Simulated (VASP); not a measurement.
A VASP calculation is set up with these files.

File KPOINTS:
```
Automatic mesh
0
Gamma
8 8 8
0 0 0
```

INCAR:
```
LASPH  =  T   # aspherical one-centre terms
LMIXTAU  =  T
LWAVE  =  F
SIGMA  =  0.05
METAGGA  =  R2SCAN
PREC  =  Accurate
NELM  =  100   # most electronic steps
SYSTEM  =  BeTe
ISIF  =  2   # forces and stress, cell fixed
LMAXMIX  =  4   # l cut-off of mixed one-centre charges
LREAL  =  F   # projection in real space or not
EDIFF  =  1E-7
ISMEAR  =  0
ENCUT  =  520
ALGO  =  Normal   # blocked Davidson
LCHARG  =  F
```

**POSCAR**
```
BeTe
1
    0.0000000000     2.8313874093     2.8313874093
    2.8313874093     0.0000000000     2.8313874093
    2.8313874093     2.8313874093     0.0000000000
Be Te
1 1
Direct
  0.0000000000   0.0000000000   0.0000000000
  0.2500000000   0.2500000000   0.2500000000
```

POTCAR, in this order: Be Te (PBE.64 set). Program: vasp_std.

**Question.** Translate this r2SCAN calculation to Ansatz.

**Answer.** One equivalent input (not run):
Ansatz 0.2 input:
```yaml
crystal:
  lattice:
    - [0.0000000, 2.8313874, 2.8313874]
    - [2.8313874, 0.0000000, 2.8313874]
    - [2.8313874, 2.8313874, 0.0000000]
  atoms:
    - { symbol: Be, position: [0.0000000, 0.0000000, 0.0000000] }
    - { symbol: Te, position: [0.2500000, 0.2500000, 0.2500000] }
kpoints:
  mp_grid: { grid: [8, 8, 8] }
hamiltonian:
  xc: r2scan
  pseudopotentials: { kind: paw }
scf:
  occupations: { method: gaussian, width: 0.05 }
  max_iter: 100
output: { forces: true, stress: true, eigenvalues: true }
```
Limits of the translation: each code has its own PAW files, so the cut-off isn't converted (ENCUT is set for VASP's; basis.ecutwfc is left out, and Ansatz then takes the one that its files recommend); Ansatz stops its SCF on the density residual and VASP on the energy change (EDIFF).

The compound is BeTe in the zinc blende structure. It was relaxed first.
